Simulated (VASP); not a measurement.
Output of a VASP run:

File OSZICAR:
```
       N       E                     dE             d eps       ncg     rms          rms(c)
DAV:   1     0.242897929469E+03    0.24290E+03   -0.14235E+04  1260   0.180E+03
DAV:   2     0.120910273856E+02   -0.23081E+03   -0.22847E+03  1264   0.417E+02
DAV:   3    -0.664852471547E+01   -0.18740E+02   -0.18625E+02  1542   0.146E+02
DAV:   4    -0.724547307822E+01   -0.59695E+00   -0.59641E+00  1446   0.285E+01
DAV:   5    -0.727939077129E+01   -0.33918E-01   -0.33916E-01  1828   0.582E+00    0.297E+00
DAV:   6    -0.719890217137E+01    0.80489E-01   -0.15262E-01  1618   0.593E+00    0.159E+00
DAV:   7    -0.718131042182E+01    0.17592E-01   -0.61760E-02  1864   0.294E+00    0.355E-01
DAV:   8    -0.718089958120E+01    0.41084E-03   -0.67468E-03  1530   0.115E+00    0.128E-01
DAV:   9    -0.718123016501E+01   -0.33058E-03   -0.62869E-04  1640   0.252E-01    0.477E-02
DAV:  10    -0.718126339759E+01   -0.33233E-04   -0.63309E-05  1474   0.805E-02    0.133E-02
DAV:  11    -0.718127617381E+01   -0.12776E-04   -0.14339E-05  1260   0.329E-02    0.578E-03
DAV:  12    -0.718127744818E+01   -0.12744E-05   -0.26889E-06  1164   0.134E-02    0.345E-03
DAV:  13    -0.718127764830E+01   -0.20012E-06   -0.24553E-07   746   0.451E-03
   1 F= -.71812776E+01 E0= -.71811161E+01  d E =-.718128E+01
```

OUTCAR:
```
------------------------ aborting loop because EDIFF is reached ----------------------------------------
  FORCE on cell =-STRESS in cart. coord.  units (eV):
  Direction    XX          YY          ZZ          XY          YZ          ZX
  --------------------------------------------------------------------------------------
  Total       -0.0036664     -0.0036664     -0.0036664     -0.0000000      0.0000000     -0.0000000
  in kB       -0.0774543     -0.0774543     -0.0774543     -0.0000000      0.0000000     -0.0000000
  external PRESSURE =      -0.0774543 kB  Pullay stress =       0.0000000 kB
  volume of cell :       75.84
      direct lattice vectors                 reciprocal lattice vectors
     0.000000000  3.359632324  3.359632324    -0.148825809  0.148825809  0.148825809
     3.359632324  0.000000000  3.359632324     0.148825809 -0.148825809  0.148825809
     3.359632324  3.359632324  0.000000000     0.148825809  0.148825809 -0.148825809
 POSITION                                       TOTAL-FORCE (eV/Angst)
 -----------------------------------------------------------------------------------
      0.00000      0.00000      0.00000         0.000000     -0.000000      0.000000
      1.67982      1.67982      1.67982        -0.000000      0.000000     -0.000000
 -----------------------------------------------------------------------------------
    total drift:                               -0.000000     -0.000000     -0.000000
  FREE ENERGIE OF THE ION-ELECTRON SYSTEM (eV)
  ---------------------------------------------------
  free  energy   TOTEN  =        -7.1812776483 eV

  energy  without entropy=       -7.1807931304  energy(sigma->0) =       -7.18111614

 reached required accuracy - stopping structural energy minimisation
```
(Selected blocks of OUTCAR.)

### POSCAR
```
InBi
1
    0.0000000000     3.3596323240     3.3596323240
    3.3596323240     0.0000000000     3.3596323240
    3.3596323240     3.3596323240     0.0000000000
In Bi
1 1
Direct
  0.0000000000   0.0000000000   0.0000000000
  0.2500000000   0.2500000000   0.2500000000
```

Task: Reconstruct the remaining input files.

Result: Several could match; the one computed here: the input of the run itself, PBEsol GGA, plane waves, VASP's PBE PAW potentials (set 64).

### INCAR
```
SYSTEM = InBi
PREC = Accurate; ENCUT = 500; LREAL = .False.
LASPH = .True.
EDIFF = 1E-6; NELM = 100; ALGO = Normal
LMAXMIX = 4
ISMEAR = 1; SIGMA = 0.1
GGA = PS
IBRION = 2; NSW = 40; ISIF = 3
EDIFFG = -0.02
LWAVE = .False.; LCHARG = .False.
```

### KPOINTS
```
Automatic mesh
0
Gamma
9 9 9
0 0 0
```

POTCAR, in this order: In_d Bi_d (PBE.64 set). Program: vasp_std.

The structure was generated: InBi was put into the zinc blende type (F-43m), which need not be its known phase. It was relaxed first.
